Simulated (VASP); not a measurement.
Energy against volume of CoGa (CsCl type). All values below come from PBE GGA with D3 dispersion (Becke-Johnson damping), VASP's PBE PAW potentials (set 64) (plane waves; VASP 6.6.1). Numerical set-up: 520 eV cut-off, 13×13×13 Γ-centred mesh, first-order Methfessel-Paxton smearing of 0.10 eV, potentials Ga_d Co.

```csv
V (Å³/atom),E (eV/atom)
11.238,-5.66941
11.585,-5.67596
11.933,-5.66989
12.280,-5.65318
```

### Question
Fit these four points and predict the energy of the run at 10.890 Å³/atom.

### Answer
A cubic in V^(−2/3), the third-order Birch-Murnaghan form, passes through the four points with V0 = 11.58 Å³/atom and B0 = 194 GPa, and gives -5.6479 eV/atom there. The run gave -5.6479 eV/atom, +0.0 meV/atom from the fit; all five points give B0 = 194 GPa.

The compound is CoGa in the CsCl type structure. It was relaxed first. The run is not spin-polarised, so no magnetic state was tried.
